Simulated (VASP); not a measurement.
The input files of a VASP run:

File KPOINTS:
```
Automatic mesh
0
Gamma
6 6 6
0 0 0
```

### POSCAR
```
Sn3Pd
1.0
  4.4628092251   0.0000000000   0.0000000000
  0.0000000000   4.4628092251   0.0000000000
  0.0000000000   0.0000000000   4.4628092251
Pd Sn
1 3
Cartesian
  0.0000000000   0.0000000000   0.0000000000
  0.0000000000   2.2314046125   2.2314046125
  2.2314046125   0.0000000000   2.2314046125
  2.2314046125   2.2314046125   0.0000000000
```

INCAR:
```
# general
SYSTEM  = Sn3Pd
PREC    = Accurate
ENCUT   = 400
LREAL   = F
LASPH   = T

# electronic loop
EDIFF   = 1E-6
NELM    = 100
ALGO    = Normal
LMAXMIX = 4
LMIXTAU = T

# smearing
ISMEAR  = 1
SIGMA   = 0.1

# functional
METAGGA = R2SCAN

# ions
IBRION  = 2
NSW     = 60
ISIF    = 3
EDIFFG  = -0.02

# output
LWAVE   = F
LCHARG  = F
```

POTCAR, in this order: Pd Sn_d (PBE.64 set). Program: vasp_std.

Q: Translate this r2SCAN calculation to Ansatz.

A: One equivalent input (not run):
Ansatz 0.2 input:
```yaml
crystal:
  lattice:
    - [4.4628092, 0.0000000, 0.0000000]
    - [0.0000000, 4.4628092, 0.0000000]
    - [0.0000000, 0.0000000, 4.4628092]
  atoms:
    - { symbol: Pd, position: [0.0000000, 0.0000000, 0.0000000] }
    - { symbol: Sn, position: [0.0000000, 0.5000000, 0.5000000] }
    - { symbol: Sn, position: [0.5000000, 0.0000000, 0.5000000] }
    - { symbol: Sn, position: [0.5000000, 0.5000000, 0.0000000] }
kpoints:
  mp_grid: { grid: [6, 6, 6] }
hamiltonian:
  xc: r2scan
  pseudopotentials: { kind: paw }
scf:
  occupations: { method: methfessel_paxton, width: 0.1 }
  max_iter: 100
relax:
  max_steps: 60
  f_tol: 0.02
  cell: {}
output: { forces: true, stress: true, eigenvalues: true }
```
The two are equivalent in intent, not identical: each code has its own PAW files, so the cut-off isn't converted (ENCUT is set for VASP's; basis.ecutwfc is left out, and Ansatz then takes the one that its files recommend); Ansatz stops its SCF on the density residual and VASP on the energy change (EDIFF).

The structure comes from a measured Sn3Pd entry (Pm-3m) of the Crystallography Open Database, whose conditions weren't checked. This run relaxes it. Symmetry was kept, so distortions that lower it aren't found. The start is the result of an earlier pass.
